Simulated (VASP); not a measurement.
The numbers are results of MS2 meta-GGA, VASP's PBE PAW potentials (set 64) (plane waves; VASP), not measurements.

VASP input:

POSCAR:
```
Tm
1.0
  1.7700000000  -3.0657300000   0.0000000000
  1.7700000000   3.0657300000   0.0000000000
  0.0000000000   0.0000000000   5.5500000000
Tm
2
Direct
  0.3333330000   0.6666670000   0.2500000000
  0.6666670000   0.3333330000   0.7500000000
```

**KPOINTS**
```
Automatic mesh
0
Gamma
11 11 6
0 0 0
```

INCAR:
```
EDIFFG = -0.01
PREC = Accurate
NELM = 100
ALGO = Normal   ! blocked Davidson
LMIXTAU = .TRUE.
ISIF = 3
LMAXMIX = 6   ! l cut-off of mixed one-centre charges
LASPH = .TRUE.   ! aspherical one-centre terms
SIGMA = 0.1
LCHARG = .FALSE.
ISMEAR = 1   ! Methfessel-Paxton
LREAL = .FALSE.
IBRION = 2   ! conjugate gradients
METAGGA = MS2
NSW = 60
LWAVE = .FALSE.
ENCUT = 520
EDIFF = 1E-6   ! SCF stop (eV)
SYSTEM = Tm
```

POTCAR, in this order: Tm_3 (PBE.64 set). Program: vasp_std.

Output of the run:

File OUTCAR:
```
 ion  position               nearest neighbor table
   1  0.333  0.667  0.250-   2 3.45   2 3.45   2 3.45   2 3.45   2 3.45   2 3.45
   2  0.667  0.333  0.750-   1 3.45   1 3.45   1 3.45   1 3.45   1 3.45   1 3.45
  LATTYP: Found a hexagonal cell.
 ALAT       =     3.5400000611
 C/A-ratio  =     1.5677965831
 Subroutine PRICEL returns:
 Original cell was already a primitive cell.
 Subroutine GETGRP returns: Found 24 space group operations
The static configuration has the point symmetry D_3d.
 The point group associated with its full space group is D_6h.
The dynamic configuration has the point symmetry D_3d.
 Subroutine INISYM returns: Found 24 space group operations
 Subroutine IBZKPT returns following result:
 Found     64 irreducible k-points:

 Following reciprocal coordinates:
            Coordinates               Weight
  0.000000  0.000000  0.000000      1.000000
  0.090909  0.000000  0.000000      6.000000
  0.181818  0.000000  0.000000      6.000000
  0.272727  0.000000  0.000000      6.000000
  0.363636  0.000000  0.000000      6.000000
  0.454545  0.000000  0.000000      6.000000
  0.090909  0.090909  0.000000      6.000000
  0.181818  0.090909  0.000000     12.000000
  0.272727  0.090909  0.000000     12.000000
  0.363636  0.090909  0.000000     12.000000
  0.454545  0.090909  0.000000      6.000000
  0.181818  0.181818  0.000000      6.000000
  0.272727  0.181818  0.000000     12.000000
  0.363636  0.181818  0.000000     12.000000
  0.272727  0.272727  0.000000      6.000000
  0.363636  0.272727  0.000000      6.000000
  0.000000  0.000000  0.166667      2.000000
  0.090909  0.000000  0.166667     12.000000
  0.181818  0.000000  0.166667     12.000000
  0.272727  0.000000  0.166667     12.000000
  0.363636  0.000000  0.166667     12.000000
  0.454545  0.000000  0.166667     12.000000
  0.090909  0.090909  0.166667     12.000000
  0.181818  0.090909  0.166667     24.000000
  0.272727  0.090909  0.166667     24.000000
  0.363636  0.090909  0.166667     24.000000
  0.454545  0.090909  0.166667     12.000000
  0.181818  0.181818  0.166667     12.000000
  0.272727  0.181818  0.166667     24.000000
  0.363636  0.181818  0.166667     24.000000
  0.272727  0.272727  0.166667     12.000000
  0.363636  0.272727  0.166667     12.000000
  0.000000  0.000000  0.333333      2.000000
  0.090909  0.000000  0.333333     12.000000
  0.181818  0.000000  0.333333     12.000000
  0.272727  0.000000  0.333333     12.000000
  0.363636  0.000000  0.333333     12.000000
  0.454545  0.000000  0.333333     12.000000
  0.090909  0.090909  0.333333     12.000000
  0.181818  0.090909  0.333333     24.000000
   k-points           NKPTS =     64   k-points in BZ     NKDIM =     64   number of bands    NBANDS=     13
   number of dos      NEDOS =    301   number of ions     NIONS =      2
   total plane-waves  NPLWV =  32928
   dimension x,y,z NGX =    28 NGY =   28 NGZ =   42
   dimension x,y,z NGXF=    56 NGYF=   56 NGZF=   84
   ions per type =               2
   PREC   = accura    normal or accurate (medium, high low for compatibility)
   ISTART =      0    job   : 0-new  1-cont  2-samecut
   ICHARG =      2    charge: 1-file 2-atom 10-const
   ISPIN  =      1    spin polarized calculation?
   LNONCOLLINEAR =      F non collinear calculations
   LSORBIT =      F    spin-orbit coupling
   INIWAV =      1    electr: 0-lowe 1-rand  2-diag
   ENCUT  =  520.0 eV  38.22 Ry    6.18 a.u.   6.58  6.58 10.32*2*pi/ulx,y,z
   NELM   =    100;   NELMIN=  2; NELMDL= -5     # of ELM steps
   EDIFF  = 0.1E-05   stopping-criterion for ELM
   LREAL  =      F    real-space projection
...
```

File OSZICAR:
```
       N       E                     dE             d eps       ncg     rms          rms(c)
DAV:   1     0.971393864919E+02    0.97139E+02   -0.86973E+03  1664   0.136E+03
DAV:   2     0.230815080146E+02   -0.74058E+02   -0.72992E+02  1677   0.421E+02
DAV:   3     0.186016155237E+02   -0.44799E+01   -0.42200E+01  2685   0.631E+01
DAV:   4     0.184820480923E+02   -0.11957E+00   -0.11739E+00  2677   0.893E+00
DAV:   5     0.184808165497E+02   -0.12315E-02   -0.12313E-02  2295   0.771E-01    0.293E+01
DAV:   6     0.208490004572E+02    0.23682E+01   -0.42760E+00  2428   0.259E+01    0.132E+01
DAV:   7     0.220461759096E+02    0.11972E+01   -0.87064E-01  2477   0.118E+01    0.187E+00
DAV:   8     0.224533159698E+02    0.40714E+00   -0.84848E-01  1674   0.104E+01    0.345E+00
DAV:   9     0.218371195838E+02   -0.61620E+00   -0.54696E-01  1714   0.868E+00    0.426E+00
DAV:  10     0.218587469662E+02    0.21627E-01   -0.80716E-02  1714   0.348E+00    0.142E+00
DAV:  11     0.218601333611E+02    0.13864E-02   -0.13648E-02  1799   0.116E+00    0.753E-01
DAV:  12     0.218601449312E+02    0.11570E-04   -0.28351E-04  2732   0.222E-01    0.621E-01
DAV:  13     0.218582522861E+02   -0.18926E-02   -0.28959E-03  1694   0.605E-01    0.174E-01
DAV:  14     0.218576036497E+02   -0.64864E-03   -0.86024E-04  1704   0.287E-01    0.194E-01
DAV:  15     0.218574858626E+02   -0.11779E-03   -0.64792E-04  1759   0.269E-01    0.241E-02
DAV:  16     0.218574683831E+02   -0.17479E-04   -0.10574E-04  2318   0.969E-02    0.444E-02
DAV:  17     0.218574444319E+02   -0.23951E-04   -0.91772E-05  1719   0.775E-02    0.118E-02
DAV:  18     0.218574566563E+02    0.12224E-04   -0.20149E-05  1859   0.483E-02    0.783E-03
DAV:  19     0.218574570886E+02    0.43234E-06   -0.66336E-06  1759   0.263E-02
   1 F= 0.21857457E+02 E0= 0.21856566E+02  d E =0.218575E+02
       N       E                     dE             d eps       ncg     rms          rms(c)
DAV:   1     0.216856645737E+02   -0.17179E+00   -0.36647E+00  1736   0.228E+01    0.295E+00
DAV:   2     0.217962488310E+02    0.11058E+00   -0.31452E-01  1984   0.671E+00    0.125E+00
DAV:   3     0.218443401124E+02    0.48091E-01   -0.14870E-01  2496   0.414E+00    0.461E-01
DAV:   4     0.218434129538E+02   -0.92716E-03   -0.25845E-02  1674   0.153E+00    0.272E-01
DAV:   5     0.218413891433E+02   -0.20238E-02   -0.68333E-03  1799   0.909E-01    0.114E-01
DAV:   6     0.218417273147E+02    0.33817E-03   -0.20343E-03  1674   0.623E-01    0.656E-02
DAV:   7     0.218415799830E+02   -0.14733E-03   -0.93244E-04  1694   0.357E-01    0.226E-02
DAV:   8     0.218415925220E+02    0.12539E-04   -0.45255E-05  2146   0.774E-02    0.135E-02
DAV:   9     0.218415935849E+02    0.10629E-05   -0.26037E-05  1744   0.647E-02    0.124E-02
DAV:  10     0.218415983847E+02    0.47998E-05   -0.59975E-06  1806   0.245E-02    0.232E-03
DAV:  11     0.218415999761E+02    0.15914E-05   -0.27886E-06  1709   0.236E-02    0.156E-03
DAV:  12     0.218415993906E+02   -0.58552E-06   -0.35513E-07   942   0.821E-03
   2 F= 0.21841599E+02 E0= 0.21840778E+02  d E =-.158577E-01
       N       E                     dE             d eps       ncg     rms          rms(c)
DAV:   1     0.218364370903E+02   -0.51629E-02   -0.11428E-01  1853   0.399E+00    0.525E-01
DAV:   2     0.218393907206E+02    0.29536E-02   -0.92175E-03  1989   0.113E+00    0.226E-01
DAV:   3     0.218406793838E+02    0.12887E-02   -0.52691E-03  2488   0.763E-01    0.805E-02
DAV:   4     0.218406738092E+02   -0.55746E-05   -0.93828E-04  1664   0.293E-01    0.451E-02
DAV:   5     0.218407148786E+02    0.41069E-04   -0.22456E-04  1998   0.164E-01    0.223E-02
DAV:   6     0.218407536263E+02    0.38748E-04   -0.92722E-05  1674   0.133E-01    0.130E-02
DAV:   7     0.218407631296E+02    0.95033E-05   -0.37399E-05  1674   0.668E-02    0.191E-03
DAV:   8     0.218407596275E+02   -0.35021E-05   -0.87419E-07  1397   0.959E-03    0.269E-03
DAV:   9     0.218407587125E+02   -0.91507E-06   -0.30540E-07   982   0.880E-03
   3 F= 0.21840759E+02 E0= 0.21839990E+02  d E =-.166984E-01
       N       E                     dE             d eps       ncg     rms          rms(c)
DAV:   1     0.218406540511E+02   -0.10558E-03   -0.21394E-03  1816   0.548E-01    0.721E-02
DAV:   2     0.218407492670E+02    0.95216E-04   -0.17500E-04  1989   0.156E-01    0.307E-02
DAV:   3     0.218408003274E+02    0.51060E-04   -0.94958E-05  2496   0.103E-01    0.109E-02
DAV:   4     0.218407907704E+02   -0.95570E-05   -0.16275E-05  1664   0.388E-02    0.625E-03
DAV:   5     0.218407804620E+02   -0.10308E-04   -0.37019E-06  1849   0.211E-02    0.276E-03
DAV:   6     0.218407766199E+02   -0.38421E-05   -0.16565E-06  1650   0.171E-02    0.196E-03
DAV:   7     0.218407756758E+02   -0.94409E-06   -0.68333E-07  1087   0.874E-03
   4 F= 0.21840776E+02 E0= 0.21840002E+02  d E =-.166814E-01
       N       E                     dE             d eps       ncg     rms          rms(c)
DAV:   1     0.218392102572E+02   -0.15664E-02   -0.68387E-02  1704   0.212E+00    0.203E-01
DAV:   2     0.218399200696E+02    0.70981E-03   -0.23051E-03  2572   0.649E-01    0.117E-01
DAV:   3     0.218400507985E+02    0.13073E-03   -0.63181E-04  1874   0.208E-01    0.654E-02
DAV:   4     0.218401026251E+02    0.51827E-04   -0.12171E-04  1912   0.119E-01    0.212E-02
DAV:   5     0.218400665205E+02   -0.36105E-04   -0.16019E-04  1664   0.145E-01    0.121E-02
DAV:   6     0.218400502634E+02   -0.16257E-04   -0.14023E-05  1744   0.404E-02    0.466E-03
DAV:   7     0.218400478735E+02   -0.23899E-05   -0.21556E-06  1979   0.175E-02    0.108E-03
DAV:   8     0.218400466065E+02   -0.12671E-05   -0.29561E-07   867   0.760E-03    0.435E-04
DAV:   9     0.218400470650E+02    0.45852E-06   -0.11777E-07   832   0.563E-03
   5 F= 0.21840047E+02 E0= 0.21839261E+02  d E =-.728611E-03
       N       E                     dE             d eps       ncg     rms          rms(c)
DAV:   1     0.218395640891E+02   -0.48252E-03   -0.28171E-02  1709   0.136E+00    0.131E-01
DAV:   2     0.218398541350E+02    0.29005E-03   -0.94871E-04  2567   0.416E-01    0.746E-02
DAV:   3     0.218399075830E+02    0.53448E-04   -0.26125E-04  1874   0.134E-01    0.396E-02
DAV:   4     0.218399290148E+02    0.21432E-04   -0.50238E-05  1922   0.761E-02    0.137E-02
DAV:   5     0.218399132335E+02   -0.15781E-04   -0.57376E-05  1664   0.869E-02    0.739E-03
DAV:   6     0.218399081509E+02   -0.50825E-05   -0.47199E-06  1744   0.239E-02    0.256E-03
DAV:   7     0.218399072498E+02   -0.90112E-06   -0.72162E-07  1232   0.106E-02
   6 F= 0.21839907E+02 E0= 0.21839096E+02  d E =-.868426E-03
```

File OUTCAR:
```
------------------------ aborting loop because EDIFF is reached ----------------------------------------
  FORCE on cell =-STRESS in cart. coord.  units (eV):
  Direction    XX          YY          ZZ          XY          YZ          ZX
  --------------------------------------------------------------------------------------
  Total       -0.0016803     -0.0016803     -0.0011150      0.0000000     -0.0000000      0.0000000
  in kB       -0.0467756     -0.0467756     -0.0310383      0.0000000     -0.0000000      0.0000000
  external PRESSURE =      -0.0415299 kB  Pullay stress =       0.0000000 kB
  volume of cell :       57.55
      direct lattice vectors                 reciprocal lattice vectors
     1.753025349 -3.036329039  0.000000000     0.285221204 -0.164672535  0.000000000
     1.753025349  3.036329039 -0.000000000     0.285221204  0.164672535  0.000000000
    -0.000000000  0.000000000  5.406447461     0.000000000  0.000000000  0.184964343
 POSITION                                       TOTAL-FORCE (eV/Angst)
 -----------------------------------------------------------------------------------
      1.75303      1.01211      1.35161        -0.000000      0.000000      0.000000
      1.75303     -1.01211      4.05484         0.000000     -0.000000      0.000000
 -----------------------------------------------------------------------------------
    total drift:                               -0.000001      0.000072     -0.000012
  FREE ENERGIE OF THE ION-ELECTRON SYSTEM (eV)
  ---------------------------------------------------
  free  energy   TOTEN  =        21.8399072498 eV

  energy  without entropy=       21.8374724143  energy(sigma->0) =       21.83909564

 reached required accuracy - stopping structural energy minimisation
```
(Selected blocks of OUTCAR.)

CONTCAR:
```
Tm
   1.00000000000000
     1.7530253486762633   -3.0363290394137028    0.0000000000000000
     1.7530253486762633    3.0363290394137028   -0.0000000000000000
    -0.0000000000000000    0.0000000000000000    5.4064474606867634
  Tm
     2
Direct
     0.3333330000000032    0.6666669999999968    0.2500000000000000
     0.6666669999999968    0.3333330000000032    0.7500000000000000
```

The 4f electrons are frozen in the core of the lanthanide potential, so 4f levels, which can set the real gap, and their magnetism are missing. Energy and stress use the plane-wave basis of the starting cell.

The compound is Tm in the hcp structure. This run relaxes it. Symmetry was kept, so distortions that lower it aren't found.
